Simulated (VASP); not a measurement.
Input:

```yaml
crystal:
  lattice:
    - [0.00000, 2.35397, 2.35397]
    - [2.35397, 0.00000, 2.35397]
    - [2.35397, 2.35397, 0.00000]
  atoms:
    - { symbol: Na, position: [0.00000, 0.00000, 0.00000] }
    - { symbol: H, position: [0.50000, 0.50000, 0.50000] }
```

Method: TPSS meta-GGA, VASP's PBE PAW potentials (set 64) (plane waves; VASP). Run with 520 eV cut-off, 9×9×9 Γ-centred mesh, Gaussian smearing of 0.050 eV, potentials Na_pv H.

Problem. Predict the energy per atom (σ→0), pressure.

Solution. 
```json
{
 "energy per atom (σ→0)": "-4.395 eV/atom",
 "pressure": "1.68 GPa"
}
```

Total energies compare only between runs with the same potentials, cut-off and functional.

The compound is NaH in the rock salt structure. This cell is one point of a volume scan, at 0.94 of the reference volume.
